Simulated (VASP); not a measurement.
An input for Ansatz (written as the equivalent of a VASP run, and not itself run):

Ansatz 0.2 input:
```yaml
crystal:
  lattice:
    - [2.0410848, 1.1784209, 6.7304281]
    - [-2.0410848, 1.1784209, 6.7304281]
    - [0.0000000, -2.3568417, 6.7304281]
  atoms:
    - { symbol: Zn, position: [0.4992223, 0.4992223, 0.4992223] }
    - { symbol: Cd, position: [0.0021107, 0.0021107, 0.0021107] }
    - { symbol: Se, position: [0.1304468, 0.1304468, 0.1304468] }
    - { symbol: Se, position: [0.6182143, 0.6182143, 0.6182143] }
kpoints:
  mp_grid: { grid: [7, 7, 7] }
hamiltonian:
  xc: lda
  pseudopotentials: { kind: paw }
scf:
  occupations: { method: tetrahedron }
  max_iter: 100
output: { forces: true, stress: true, eigenvalues: true }
```

Question: Write the VASP files for the same calculation (LDA).

Answer: This is not unique; one that fits is 
**POSCAR**
```
ZnCdSe2
1
    2.0410848399     1.1784208728     6.7304281250
   -2.0410848399     1.1784208728     6.7304281250
    0.0000000000    -2.3568417457     6.7304281250
Zn Cd Se
1 1 2
Direct
  0.4992223096   0.4992223096   0.4992223096
  0.0021106638   0.0021106638   0.0021106638
  0.1304467744   0.1304467744   0.1304467744
  0.6182142521   0.6182142521   0.6182142521
```

KPOINTS:
```
Automatic mesh
0
Gamma
7 7 7
0 0 0
```

**INCAR**
```
ALGO  =  Normal
EDIFF  =  1E-7
ENCUT  =  400
ISIF  =  2
ISMEAR  =  -5
LASPH  =  .True.
LCHARG  =  .True.
LEFG  =  .True.
LMAXMIX  =  4
LORBIT  =  11
LREAL  =  .False.
LWAVE  =  .False.
NEDOS  =  601
NELM  =  100
PREC  =  Accurate
SYSTEM  =  ZnCdSe2
```

POTCAR, in this order: Zn Cd Se (LDA.64 set). Program: vasp_std.

What does not carry over: each code has its own PAW files, so the cut-off isn't converted (ENCUT is set for VASP's; basis.ecutwfc is left out, and Ansatz then takes the one that its files recommend); Ansatz stops its SCF on the density residual and VASP on the energy change (EDIFF); Ansatz's lda is the Perdew-Wang form, while the LDA potentials of VASP carry Perdew-Zunger's; the field gradients of LEFG aren't asked of the other code.

The structure comes from a computed database's ZnCdSe2 entry (R3m); how it stands against other phases isn't given here. It was relaxed first, which changed the volume by -9 %.
